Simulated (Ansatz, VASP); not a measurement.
## VTeSe (2H-VSeTe monolayer): VASP beside Ansatz

Aim: how closely do two programs agree when they are given the same cell, functional and k mesh? Of the first pair: The structure shown is the start of the Ansatz relaxation below; VASP solves that cell, so the two are compared at the walk's first step.

Method: plane waves, with VASP 6.6.1 beside it; single point at PBE with D3(BJ), in Ansatz 0.2.0.

**1. Set-up**

The cell holds 3 atoms: 1 Te, 1 V and 1 Se. Cell: a = 3.465 Å, b = 3.465 Å, c = 38.182 Å, α = 90.0°, β = 90.0°, γ = 120.0°. Vacuum lies along c.

**2. Ansatz: relaxation, PBE with D3(BJ)**

Ansatz runs on its default PAW (the set named soft_2) files.

The two programs are compared at the cell with which this relaxation starts, whose forces are those of its first step.

File input.yaml:

```yaml
crystal:
  lattice:
    - [3.465, 0.0, 0.0]
    - [-1.7325, 3.0007780241, 0.0]
    - [0.0, 0.0, 38.1820456046]
  atoms:
    - { symbol: Te, position: [0.3333333333, 0.6666666667, 0.4530925393] }
    - { symbol: V, position: [0.0, 0.0, 0.5035363063], spin: 1.0 }
    - { symbol: Se, position: [0.3333333333, 0.6666666667, 0.5469074607] }
  periodic: [true, true, false]
magnetization:
  spin_polarized: true
kpoints:
  mp_grid: { grid: [12, 12, 1] }
hamiltonian:
  xc: pbe
  dispersion: d3bj
scf:
  occupations: { method: fermi_dirac, width: 0.05 }
  convergence: { dr2_threshold: 1.0e-09 }
relax:
  f_tol: 0.004
  max_steps: 90
  cell: {}
output:
  write_potential: true
  write_density: true
  volumetric_format: npy
```

The run is started by

```
> ansatz run input.yaml --threads 2 --pin off --max-ram 3072MiB --backend cpu --events-out ev --progress --plain --runs-dir out
```

Numbers of over 12 decimals in the logs are rounded to 6 here.

What it wrote:

```text
Warning: relax.cell: scf.convergence.dr2_threshold = 1e-9 eV is looser than the 1.62626339157e-10 eV advised for a relaxation that steers and ends on the stress (1e-10 eV for each atom of the cell: 3, times the square of relax.cell.stress_2d_tol = 0.05 N/m over 13.6 Å (the atoms' height at the walk's start and 5 Å past either face), 3.681e-2 GPa, over a crystal's default 0.05). What an SCF threshold leaves in a stress goes as its square root, and in the free energy as the threshold itself, and one threshold admits the most on a small cell: [figures from the program's tests cut] Set scf.convergence.dr2_threshold to 1.62626339157e-10 eV or tighter. [rest of the remark cut]
Engine: ansatz 0.2.0, x86_64-unknown-linux-gnu
Pseudopotentials: kind: paw
Pseudopotential: Te, paw, valence charge 16, recommended cutoff 420 eV (normal), Te.paw.azcp
Pseudopotential: V, paw, valence charge 13, recommended cutoff 420 eV (normal), V.paw.azcp
Pseudopotential: Se, paw, valence charge 16, recommended cutoff 420 eV (normal), Se.paw.azcp
Functional definition: PBE
  parameter kappa = 0.804
  parameter beta = 0.066725
  exchange = pbe_x(kappa = kappa, mu = beta*pi^2/3)
  correlation = pbe_c(beta = beta)
Crystal: 3 atoms, lattice volume = 397.005 Å³
Basis set: ecut = 420 eV, 7729 PW (Γ), exchange–correlation on 48×48×512 points (8 copies of the dense FFT grid, shifted against one another)
Bands: 28, of which v1, the nominal top of the filled ones, is band 23 counted from 1 (22 counted from 0)
Symmetry: 6 space group operations
Space group: P3m1 (ITA 156), of the structure as read, at distance tolerance 7.3e-5 Å
Magnetic group: BNS 156.49 (UNI 1279), of the structure as read, at distance tolerance 7.3e-5 Å
k-points: 19 of 144 (time reversal used)
Non-local potential: Te, projectors of the file, l = 0: 2, l = 1: 2, l = 2: 2, l = 3: 2
Non-local potential: V, projectors of the file, l = 0: 3, l = 1: 2, l = 2: 3, l = 3: 1
Non-local potential: Se, projectors of the file, l = 0: 2, l = 1: 2, l = 2: 3, l = 3: 1
PAW form: soft (Blöchl's): semilocal exchange-correlation on the pseudo side does not see the compensation charge
PAW one-centre angular grid: Te, 590 points (default); XC on 64 Gauss nodes
PAW one-centre angular grid: V, 590 points (default); XC on 64 Gauss nodes
PAW one-centre angular grid: Se, 590 points (default); XC on 64 Gauss nodes
Initial density: superposition of atomic densities (neutral atoms: chi_scale 0, normalization atom)
Starting moments: Σ|m| = 1 μB on 1 of 3 sites
Initial wavefunctions: pseudopotential atomic-orbital guess
Functional: x = pbe(κ = 0.804, μ = 0.219515), c = pbe(β = 0.066725)
SCF iter   1: F=—  HF=-15364.177390 eV  |F-HF|=—  |Δ(HF+E_count)|=         —  Δρ=7.99e-3 (↑7.99e-3 ↓7.46e-3)  dr2=2.35e0  dr2_m=1.62e-2  M=0.928 μB ∫|m|=1.084 μB  β_m=0.30  ethr=3.10e-3  ⟨swp⟩=16.6  Hψ=7481  notcnv=0
Mixer restart at iter 1: flushing history
preconditioner: auto → LDOS  [metal: Δε(μ)=0.088 eV  Ē_g=7.133 eV  σ=0.050 eV  W_gap=0.41  n_scr=22 (ndim 8)  ℏωp=7.7 eV  f_vac=0.794  D(μ)=1.34/eV (n_scr^D=8)]
spin=Collinear: LDOS preconditioning applied to the charge; magnetization (m = ρ↑ − ρ↓) channel mixes plain (no charge-response kernel on spin).
SCF iter   2: F=—  HF=-15363.742822 eV  |F-HF|=—  |Δ(HF+E_count)|=   4.35e-1  Δρ=4.60e-3 (↑4.00e-3 ↓4.60e-3)  dr2=2.45e-1  dr2_m=9.16e-3  M=0.938 μB ∫|m|=1.140 μB  β_m=0.37  ethr=3.10e-3  ⟨swp⟩=3.7  Hψ=2059  notcnv=0  defer=23
SCF iter   3: F=—  HF=-15363.729783 eV  |F-HF|=—  |Δ(HF+E_count)|=         —  Δρ=3.09e-3 (↑1.99e-3 ↓3.09e-3)  dr2=4.48e-2  dr2_m=1.08e-2  M=0.988 μB ∫|m|=1.278 μB  β_m=0.37  ethr=5.44e-4  ⟨swp⟩=3.2  Hψ=1971  notcnv=0  defer=23
SCF iter   4: F=—  HF=-15363.752424 eV  |F-HF|=—  |Δ(HF+E_count)|=   2.26e-2  Δρ=2.10e-3 (↑1.57e-3 ↓2.10e-3)  dr2=1.34e-2  dr2_m=7.55e-3  M=0.995 μB ∫|m|=1.329 μB  β_m=0.68  ethr=9.97e-5  ⟨swp⟩=2.3  Hψ=1645  notcnv=0  defer=23
SCF iter   5: F=—  HF=-15363.782249 eV  |F-HF|=—  |Δ(HF+E_count)|=         —  Δρ=6.54e-4 (↑2.75e-4 ↓6.54e-4)  dr2=7.18e-3  dr2_m=3.20e-4  M=0.999 μB ∫|m|=1.435 μB  β_m=0.68  ethr=2.98e-5  ⟨swp⟩=3.3  Hψ=2582  notcnv=0  defer=23
SCF iter   6: F=—  HF=-15363.782093 eV  |F-HF|=—  |Δ(HF+E_count)|=   1.55e-4  Δρ=5.79e-4 (↑5.79e-4 ↓1.46e-4)  dr2=3.17e-3  dr2_m=2.53e-4  M=0.999 μB ∫|m|=1.458 μB  β_m=0.56  ethr=1.60e-5  ⟨swp⟩=3.4  Hψ=2297  notcnv=0  defer=23
[...]
relax step   6: F+E_penalty+E_count = -15363.98260246 eV  Δ(F+E_penalty+E_count) = -3.779e-6 eV  max|allowed force component| = 2.161e-4 eV/Å  Δτ_max = 0.0003 Å  P = -0.000 N/m  Ω = 387.319 Å³  energy of the carried Pulay correction = +2.953e-4 eV  fix = [c, alpha, beta]  reactions: c -0.000 N/m  (5 SCF iters, accepted)
Initial wavefunctions: pseudopotential atomic-orbital guess (no wavefunctions were taken with the density)
iter 1 solved again at ethr=1.28e-7 eV; its pass at ethr=3.10e-3 eV (dr2=5.77e-5 eV) is discarded
SCF iter   1: F=—  HF=-15363.982289 eV  |F-HF|=—  |Δ(HF+E_count)|=         —  Δρ=6.61e-6 (↑6.12e-6 ↓6.61e-6)  dr2=2.60e-7  dr2_m=2.58e-9  M=0.963 μB ∫|m|=1.239 μB  β_m=0.65  ethr=1.28e-7  ⟨swp⟩=7.0  Hψ=12292  notcnv=0
preconditioner: auto → LDOS  [metal: Δε(μ)=0.084 eV  Ē_g=7.183 eV  σ=0.050 eV  W_gap=0.39  n_scr=18 (ndim 8)  ℏωp=7.8 eV  f_vac=0.804  D(μ)=0.68/eV (n_scr^D=6)]
spin=Collinear: LDOS preconditioning applied to the charge; magnetization (m = ρ↑ − ρ↓) channel mixes plain (no charge-response kernel on spin).
SCF iter   2: F=—  HF=-15363.982283 eV  |F-HF|=—  |Δ(HF+E_count)|=   6.22e-6  Δρ=2.73e-6 (↑2.59e-6 ↓2.73e-6)  dr2=3.70e-7  dr2_m=4.05e-10  M=0.963 μB ∫|m|=1.239 μB  β_m=0.48  ethr=5.78e-10  ⟨swp⟩=3.9  Hψ=2622  notcnv=0
SCF iter   3: F=—  HF=-15363.982283 eV  |F-HF|=—  |Δ(HF+E_count)|=   3.19e-8  Δρ=2.23e-6 (↑2.23e-6 ↓2.07e-6)  dr2=3.65e-7  dr2_m=3.87e-10  M=0.963 μB ∫|m|=1.239 μB  β_m=0.38  ethr=5.78e-10  ⟨swp⟩=3.2  Hψ=1629  notcnv=0
SCF iter   4: F=—  HF=-15363.982283 eV  |F-HF|=—  |Δ(HF+E_count)|=   1.61e-8  Δρ=8.61e-7 (↑7.79e-7 ↓8.61e-7)  dr2=6.54e-9  dr2_m=1.66e-10  M=0.963 μB ∫|m|=1.239 μB  β_m=0.46  ethr=5.78e-10  ⟨swp⟩=2.2  Hψ=1262  notcnv=0
SCF iter   5: F=—  HF=-15363.982283 eV  |F-HF|=—  |Δ(HF+E_count)|=   2.61e-8  Δρ=3.71e-7 (↑3.37e-7 ↓3.71e-7)  dr2=2.19e-9  dr2_m=6.06e-11  M=0.963 μB ∫|m|=1.239 μB  β_m=0.45  ethr=1.45e-11  ⟨swp⟩=3.2  Hψ=2200  notcnv=0
SCF iter   6: F=—  HF=-15363.982283 eV  |F-HF|=—  |Δ(HF+E_count)|=   8.47e-9  Δρ=1.97e-7 (↑1.82e-7 ↓1.97e-7)  dr2=1.18e-10  dr2_m=4.74e-11  M=0.963 μB ∫|m|=1.239 μB  β_m=0.55  ethr=4.87e-12  ⟨swp⟩=3.1  Hψ=1777  notcnv=0
SCF iter   7: F=-15363.982283 eV  HF=-15363.982283 eV  |F-HF|=5.53e-10  |Δ(HF+E_count)|=   6.52e-9  Δρ=1.58e-7 (↑1.58e-7 ↓7.33e-8)  dr2=2.98e-10  dr2_m=8.08e-12  M=0.963 μB ∫|m|=1.239 μB  ethr=1.00e-12  ⟨swp⟩=11.8  Hψ=7833  notcnv=0
SCF 7 converged in 7 iterations: F = -15363.982283 eV  dr2 = 2.98e-10
relax step   7: F+E_penalty+E_count = -15363.98228313 eV  Δ(F+E_penalty+E_count) = +3.193e-4 eV  max|allowed force component| = 2.988e-4 eV/Å  Δτ_max = 0.0000 Å  P = +0.002 N/m  Ω = 387.319 Å³  fix = [c, alpha, beta]  reactions: c +0.000 N/m  stress off target by 1.95e-3 N/m on what of the cell is left free  SCF on the basis re-selected at this cell (its energy is not comparable with the rows above)  (7 SCF iters)
basis re-selected at this cell: Δ(F+E_penalty+E_count) = +3.193e-4 eV, ΔP = +0.002 N/m vs the last step (what re-selecting the basis moved, of the pressure what is left beyond the Pulay correction that the steps carried, after the strain that the cell walked since its last selection, with what the two solves' SCF thresholds leave and, on support functions, any second-order correction that the steps lacked; it is no m [...]
WARN: The output density's exchange-correlation potential varies sharply where the density is thin. Do not read a vacuum level from v_tot or v_xc, or from such a field of the output density. On a cell that repeats whose density bears no net charge and no dipole along the vacuum's axis use v_es (v_loc + v_h of the components); under efield.dipole_correction with no amplitude use v_es + v_field, which holds any externa [...]
SCF converged after 7 iterations
Magnetization: 0.9634 μB (22.9817 up, 22.0183 down)
Absolute magnetization: 1.2390 μB (∫|ρ↑−ρ↓|, with the PAW one-centre terms)
Spin contamination: 0.0319 ħ² per cell (⟨S²⟩ above its minimum at these occupations)
Per-site moments (μB) at R_I (Å): [(-0.054950, 1.115281), (0.853150, 1.023872), (-0.018279, 1.023872)]
Free energy (F): -15363.982283 eV
Harris-Foulkes:  -15363.982283 eV  (|F-HF|=5.53e-10)
Internal energy: -15363.976289 eV  (E = F + TS)
E sigma→0 (E₀):  -15363.979286 eV
Entropy (-TS):   -0.005994 eV (-1.998 meV/atom)
Fermi energy:    -5.038214 eV
--- Per-component energies (eV) ---
  E_band       = -1502.375828
  E_kinetic    = 636.303765
  E_local      = -145881.209623  (includes V_loc(G=0)·N_el)
  E_nonlocal   = -950.445739
  E_hartree    = 72710.521794
  E_xc         = -359.345288
  E_vxc        = -368.181201  (∫ρ·V_xc dr)
  E_paw        = -7687.156708  (= ΣΔE_a)
  E_vpaw       = -359.884405  (= ΣTr[D̂ρ^β])
  E_aug_tail   = -0.000481  (compensation charges beyond the density's cutoff)
  E_ewald      = 66168.399724
  E_disp       = -1.043733  (pairwise vdW)
  E_smearing   = -0.005994  (= −TS)
  E_closure    = 0.000000  (closes the sum)
  Σ components = -15363.982283   (vs F -15363.982283, Δ=0.00e0)
--- Forces (eV/Å), atoms counted from 1 ---
  atom   1  Te     0.00000000     0.00000000    -0.00002217
  atom   2  V      0.00000000     0.00000000    -0.00027580
  atom   3  Se     0.00000000     0.00000000     0.00029924
  max |Σ_I F_I| component: 1.26e-6 eV/Å
--- 2D stress c σ (N/m, compression-positive) ---
        0.001954      -0.000000       0.000000
        0.000000       0.001954       0.000000
        0.000000       0.000000       0.000000
  P = ½ c Tr σ = 0.0020 N/m
--- Band table (eV; the first three rows and the last of 38) ---
  k-point 0 ↑: bands = [... 19 lower, -6.8500, -5.6192, -5.6192, -5.0772, -2.5361, -2.5361, -1.7673, -1.7673, ... 1 higher]
  k-point 1 ↑: bands = [... 19 lower, -6.8231, -5.7296, -5.6985, -5.0933, -2.8442, -2.5815, -2.3844, -1.8933, ... 1 higher]
  k-point 2 ↑: bands = [... 19 lower, -6.7793, -6.0887, -5.8572, -5.2305, -3.4450, -3.1474, -2.8587, -2.0267, ... 1 higher]
  k-point 18 ↓: bands = [... 19 lower, -8.1667, -7.9973, -6.2481, -4.3695, -3.4139, -2.9899, -2.5843, -1.6314, ... 1 higher]
  the weakly bound empty levels are not read free of the cell's end (no_gap_told)
--- Relaxed structure (6 steps of the walk, 6 accepted, 1 SCFs on fresh bases) ---
  F+E_penalty+E_count = -15363.98228313 eV   max|allowed force component| = 2.988e-4 eV/Å   (the final SCF, on the basis selected at the relaxed cell)
  cell:  # Å, volume = 387.3190 Å³
    - [3.422469, 0, 0]
    - [-1.711234, 2.963945, 0]
    - [0, 0, 38.1820456046]
  atoms:
    - { symbol: Te, position: [0.333333, 0.666667, 0.455843] }
    - { symbol: V, position: [6.719915131486945e-19, -2.848249528562987e-17, 0.504176] }
    - { symbol: Se, position: [0.333333, 0.666667, 0.543517] }
```

[end of part 1 of 2]

[Lines on the potential files, build, host, timing and source positions are cut from VASP's logs without a mark.]

[Logs are printed without paths, hosts, clocks, repeated set-up lines and the standing remarks that a program may print on its own settings, such as how far it seeks lower states.]

[Hosts, paths, dates, database ids (printed as entryN), source tags and the programs' standing remarks are cut or masked in the printed files.]
